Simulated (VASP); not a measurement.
Computed with revPBE GGA, VASP's PBE PAW potentials (set 64) (plane waves; VASP 6.6.1).

VASP ran on this input.

**INCAR**
```
SYSTEM = PbTe
PREC = Accurate; ENCUT = 520; LREAL = .FALSE.
LASPH = .TRUE.; ICHARG = 11
EDIFF = 1E-7; NELM = 100; ALGO = Normal
LMAXMIX = 4
ISMEAR = 0; SIGMA = 0.05
GGA = RE
LWAVE = .FALSE.; LCHARG = .FALSE.; LORBIT = 11
```

**POSCAR**
```
PbTe
1
    0.0000000000     3.3136648165     3.3136648165
    3.3136648165     0.0000000000     3.3136648165
    3.3136648165     3.3136648165     0.0000000000
Te Pb
1 1
Direct
  0.5000000000   0.5000000000   0.5000000000
  0.0000000000   0.0000000000   0.0000000000
```

**KPOINTS**
```
k-points along high-symmetry lines
15
Line-mode
Reciprocal
  0.000000   0.000000   0.000000 ! GAMMA
  0.500000   0.000000   0.500000 ! X

  0.500000   0.000000   0.500000 ! X
  0.625000   0.250000   0.625000 ! U

  0.375000   0.375000   0.750000 ! K
  0.000000   0.000000   0.000000 ! GAMMA

  0.000000   0.000000   0.000000 ! GAMMA
  0.500000   0.500000   0.500000 ! L

  0.500000   0.500000   0.500000 ! L
  0.500000   0.250000   0.750000 ! W

  0.500000   0.250000   0.750000 ! W
  0.500000   0.000000   0.500000 ! X
```

POTCAR, in this order: Te Pb_d (PBE.64 set). Program: vasp_std. Read from the step before: CHGCAR.

Output of the run:

### OSZICAR
```
       N       E                     dE             d eps       ncg     rms          rms(c)
DAV:   1     0.151745052892E+03    0.15175E+03   -0.92072E+03  2520   0.135E+03
DAV:   2     0.397546546232E+01   -0.14777E+03   -0.14484E+03  2616   0.332E+02
DAV:   3    -0.702656649641E+01   -0.11002E+02   -0.10784E+02  3456   0.981E+01
DAV:   4    -0.730623988923E+01   -0.27967E+00   -0.27957E+00  2970   0.193E+01
DAV:   5    -0.731631788430E+01   -0.10078E-01   -0.10078E-01  3538   0.318E+00
DAV:   6    -0.731684757395E+01   -0.52969E-03   -0.52969E-03  3470   0.625E-01
DAV:   7    -0.731685106167E+01   -0.34877E-05   -0.34877E-05  3538   0.521E-02
DAV:   8    -0.731685113611E+01   -0.74439E-07   -0.74402E-07  3138   0.774E-03
   1 F= -.73168511E+01 E0= -.73168511E+01  d E =-.625604E-15
```

### OUTCAR
```
 val. band max:        4.7655934162   @ k =   0.5000   0.5000   0.5000

 cond. band min:       5.6945310624   @ k =   0.5000   0.5000   0.5000



 k-point     1 :       0.0000    0.0000    0.0000
  band No.  band energies     occupation
      1     -11.9027      2.00000
      2     -11.9027      2.00000
      3     -11.9014      2.00000
      4     -11.9014      2.00000
      5     -11.9014      2.00000
      6      -6.6335      2.00000
      7      -0.9853      2.00000
      8       3.6974      2.00000
      9       3.6974      2.00000
     10       3.6974      2.00000
     11       8.7846      0.00000
     12       8.7846      0.00000
     13       8.7846      0.00000
     14      10.7556      0.00000

 k-point     2 :       0.0357    0.0000    0.0357
  band No.  band energies     occupation
      1     -11.9030      2.00000
      2     -11.9026      2.00000
      3     -11.9015      2.00000
      4     -11.9012      2.00000
      5     -11.9012      2.00000
      6      -6.6204      2.00000
      7      -1.0241      2.00000
      8       3.6770      2.00000
      9       3.6770      2.00000
     10       3.7665      2.00000
     11       8.5584      0.00000
     12       8.7845      0.00000
     13       8.7845      0.00000
     14      10.6632      0.00000

 k-point     3 :       0.0714    0.0000    0.0714
  band No.  band energies     occupation
      1     -11.9040      2.00000
      2     -11.9023      2.00000
      3     -11.9018      2.00000
      4     -11.9006      2.00000
      5     -11.9006      2.00000
      6      -6.5811      2.00000
      7      -1.1324      2.00000
      8       3.6174      2.00000
      9       3.6174      2.00000
     10       3.9592      2.00000
     11       8.0227      0.00000
     12       8.7893      0.00000
     13       8.7893      0.00000
     14      10.4411      0.00000

 k-point     4 :       0.1071    0.0000    0.1071
  band No.  band energies     occupation
      1     -11.9057      2.00000
...
```

The density is held fixed in this step, so its total energy and stress have no physical meaning. Unless said otherwise, spin-orbit coupling is left out, though it shifts the bands of the heavy elements here.

The compound is PbTe in the rock salt structure. It was relaxed first, which changed the volume by +8 %.
